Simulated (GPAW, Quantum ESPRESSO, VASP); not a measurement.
Code comparison for CsPbBr₃ (Pm-3m, 5 atoms in the cell)

Self-consistent single point.

```yaml
crystal:
  lattice:
    - [5.87000, 0.00000, 0.00000]
    - [0.00000, 5.87000, 0.00000]
    - [0.00000, 0.00000, 5.87000]
  atoms:
    - { symbol: Cs, position: [0.00000, 0.00000, 0.00000] }
    - { symbol: Pb, position: [0.50000, 0.50000, 0.50000] }
    - { symbol: Br, position: [0.50000, 0.00000, 0.50000] }
    - { symbol: Br, position: [0.00000, 0.50000, 0.50000] }
    - { symbol: Br, position: [0.50000, 0.50000, 0.00000] }
```

All programs got the same cell, k-point mesh and kind of occupations (in GPAW's words: kpts = 3 3 3; mesh shift (steps) = 0 0 0; occupations.name = fermi-dirac; occupations.width = 0.01 eV); potentials, basis and cutoffs are each program's usual ones.

```json
[
 {"code": "GPAW", "model": "PBE, GPAW PAW datasets PBE (gpaw-data 1.0.1)", "pressure (GPa)": "1.08", "cutoff": "550 eV"},
 {"code": "Quantum ESPRESSO", "model": "PBE, PseudoDojo standard norm-conserving (PBE) pseudopotentials", "pressure (GPa)": "1.10", "cutoff": "65 Ry"},
 {"code": "VASP", "model": "PBE, VASP's PBE PAW potentials (set 64)", "pressure (GPa)": "1.02", "cutoff": "300 eV"}
]
```

The spread over the programs that give each value: pressure within 0.08 GPa.

The starting cell has typed, rounded lattice constants, without a prior relaxation at this level. On GPAW's run: Spin-orbit coupling is off. A gap is left out here, as mesh or smearing make it unsure.

**Question.** Why do the programs differ, and what cannot be compared?

**Answer.** Differences of this kind can come from the potentials, where these differ, and from what each basis and cutoff leave unconverged. The zero of total energies and Fermi levels follows the potentials and each program's conventions, so they are not compared here.

The shared mesh is coarse (it stands for a supercell whose shortest vector is 18 Å), so the values are not converged in it.

This mesh misses zone-boundary points where a band edge of such crystals can lie, so no gaps are given.

VASP's run is marked for a possible Pulay error in its stress at this cutoff; no cutoff test was made.

Left out of this page: Ansatz, ABINIT, CP2K, Elk, FLEUR and SIESTA (not drawn, or without a comparable value).

Keys are those of Ansatz 0.2.
